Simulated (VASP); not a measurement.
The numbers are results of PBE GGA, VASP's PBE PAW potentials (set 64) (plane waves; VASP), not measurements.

VASP input:

File POSCAR:
```
NiAl
1
    2.8944463486     0.0000000000    -0.0000000000
   -0.0000000000     2.8944463486    -0.0000000000
    0.0000000000     0.0000000000     2.8944463486
Al Ni
1 1
Direct
  0.5000000000   0.5000000000   0.5000000000
  0.0000000000   0.0000000000   0.0000000000
```

KPOINTS:
```
Automatic mesh
0
Gamma
14 14 14
0 0 0
```

### INCAR
```
SYSTEM = NiAl
PREC = Accurate
ENCUT = 520
EDIFF = 1E-7
NELM = 100
ALGO = Normal
LREAL = .FALSE.
LASPH = .TRUE.
ISMEAR = -5
GGA = PE
LMAXMIX = 4
LWAVE = .FALSE.
LCHARG = .TRUE.
LORBIT = 11
NEDOS = 601
ISIF = 2
```

POTCAR, in this order: Al Ni (PBE.64 set). Program: vasp_std.

What VASP printed:

File OUTCAR:
```
 ion  position               nearest neighbor table
   1  0.500  0.500  0.500-   2 2.51   2 2.51   2 2.51   2 2.51   2 2.51   2 2.51   2 2.51   2 2.51
  LATTYP: Found a simple cubic cell.
 ALAT       =     2.8944463486
 Subroutine PRICEL returns:
 Original cell was already a primitive cell.
 Subroutine GETGRP returns: Found 48 space group operations
The static configuration has the point symmetry O_h .
The dynamic configuration has the point symmetry O_h .
 Subroutine INISYM returns: Found 48 space group operations
 Subroutine IBZKPT returns following result:
 Found    120 irreducible k-points:

 Following reciprocal coordinates:
            Coordinates               Weight
  0.000000  0.000000  0.000000      1.000000
  0.071429  0.000000  0.000000      6.000000
  0.142857  0.000000  0.000000      6.000000
  0.214286  0.000000  0.000000      6.000000
  0.285714  0.000000  0.000000      6.000000
  0.357143  0.000000  0.000000      6.000000
  0.428571  0.000000  0.000000      6.000000
  0.500000  0.000000  0.000000      3.000000
  0.071429  0.071429  0.000000     12.000000
  0.142857  0.071429  0.000000     24.000000
  0.214286  0.071429  0.000000     24.000000
  0.285714  0.071429  0.000000     24.000000
  0.357143  0.071429  0.000000     24.000000
  0.428571  0.071429  0.000000     24.000000
  0.500000  0.071429  0.000000     12.000000
  0.142857  0.142857  0.000000     12.000000
  0.214286  0.142857  0.000000     24.000000
  0.285714  0.142857  0.000000     24.000000
  0.357143  0.142857  0.000000     24.000000
  0.428571  0.142857  0.000000     24.000000
  0.500000  0.142857  0.000000     12.000000
  0.214286  0.214286  0.000000     12.000000
  0.285714  0.214286  0.000000     24.000000
  0.357143  0.214286  0.000000     24.000000
  0.428571  0.214286  0.000000     24.000000
...
```

OSZICAR:
```
       N       E                     dE             d eps       ncg     rms          rms(c)
DAV:   1     0.391477595957E+02    0.39148E+02   -0.56914E+03  2432   0.135E+03
DAV:   2    -0.106959323352E+02   -0.49844E+02   -0.47422E+02  2430   0.204E+02
DAV:   3    -0.119317449539E+02   -0.12358E+01   -0.12216E+01  2820   0.418E+01
DAV:   4    -0.119539390045E+02   -0.22194E-01   -0.22181E-01  2912   0.504E+00
DAV:   5    -0.119545689797E+02   -0.62998E-03   -0.62995E-03  2750   0.863E-01    0.118E+01
DAV:   6    -0.138548966239E+02   -0.19003E+01   -0.58161E+01  2680   0.131E+02    0.157E+01
DAV:   7    -0.105602696051E+02    0.32946E+01   -0.16513E+01  2638   0.781E+01    0.108E+00
DAV:   8    -0.105533700595E+02    0.68995E-02   -0.41539E-01  2982   0.816E+00    0.100E+00
DAV:   9    -0.105399470790E+02    0.13423E-01   -0.55747E-02  2816   0.385E+00    0.184E-01
DAV:  10    -0.105395594172E+02    0.38766E-03   -0.17617E-03  2816   0.669E-01    0.718E-02
DAV:  11    -0.105395556905E+02    0.37267E-05   -0.46890E-05  2688   0.661E-02    0.254E-02
DAV:  12    -0.105395532936E+02    0.23969E-05   -0.49637E-06  2824   0.423E-02    0.308E-03
DAV:  13    -0.105395528791E+02    0.41446E-06   -0.11972E-07  1544   0.446E-03    0.174E-03
DAV:  14    -0.105395527485E+02    0.13068E-06   -0.24951E-07  1384   0.800E-03    0.781E-04
DAV:  15    -0.105395528054E+02   -0.56928E-07   -0.24481E-08  1248   0.281E-03
   1 F= -.10539553E+02 E0= -.10539553E+02  d E =0.000000E+00
```

### OUTCAR
```
------------------------ aborting loop because EDIFF is reached ----------------------------------------
  FORCE on cell =-STRESS in cart. coord.  units (eV):
  Direction    XX          YY          ZZ          XY          YZ          ZX
  --------------------------------------------------------------------------------------
  Total       -0.0375553     -0.0375553     -0.0375553     -0.0000000     -0.0000000      0.0000000
  in kB       -2.4813325     -2.4813325     -2.4813325     -0.0000000     -0.0000000      0.0000000
  external PRESSURE =      -2.4813325 kB  Pullay stress =       0.0000000 kB
  volume of cell :       24.25
      direct lattice vectors                 reciprocal lattice vectors
     2.894446349  0.000000000  0.000000000     0.345489216  0.000000000  0.000000000
     0.000000000  2.894446349  0.000000000     0.000000000  0.345489216  0.000000000
     0.000000000  0.000000000  2.894446349     0.000000000  0.000000000  0.345489216
 POSITION                                       TOTAL-FORCE (eV/Angst)
 -----------------------------------------------------------------------------------
      1.44722      1.44722      1.44722         0.000000      0.000000      0.000000
      0.00000      0.00000      0.00000         0.000000      0.000000      0.000000
 -----------------------------------------------------------------------------------
    total drift:                                0.000000      0.000000      0.000000
  FREE ENERGIE OF THE ION-ELECTRON SYSTEM (eV)
  ---------------------------------------------------
  free  energy   TOTEN  =       -10.5395528054 eV

  energy  without entropy=      -10.5395528054  energy(sigma->0) =      -10.53955281

 total charge

# of ion       s       p       d       tot
------------------------------------------
    1        0.383   0.408   0.000   0.790
    2        0.469   0.503   8.468   9.441
--------------------------------------------------
tot          0.852   0.911   8.468  10.232
```
(Selected blocks of OUTCAR.)

For a metal the tetrahedron method with Blöchl corrections gives inexact stress and forces.

The compound is NiAl in the CsCl type structure. It was relaxed first. The run is not spin-polarised, so no magnetic state was tried. The electron count is odd and the run is not spin-polarised, which forces a metal.
